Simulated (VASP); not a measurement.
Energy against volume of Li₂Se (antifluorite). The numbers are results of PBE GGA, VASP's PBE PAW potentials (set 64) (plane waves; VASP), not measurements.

```
V (Å³/atom)  E (eV/atom)
-----------  -----------
16.945          -3.70258
17.486          -3.70881
18.027          -3.71099
18.568          -3.70972
19.108          -3.70546
```

Fit a third-order Birch-Murnaghan equation of state.

| Item | Result |
|---|---|
| volume per atom | 18.08 Å^3/atom |
| bulk modulus | 33.7 GPa |
| pressure derivative of the bulk modulus | 4.06 |
| lattice constant a | 6.009 Å |

Measured: a 6.002 Å (computed value off by +0.1 %), as given by Syrotyuk et al., Condensed Matter Physics (2015), arXiv:1510.06546. The calculation is for a static lattice, while the measured a holds thermal and zero-point effects, which are part of the difference.

The compound is Li2Se in the antifluorite structure. It was relaxed first.
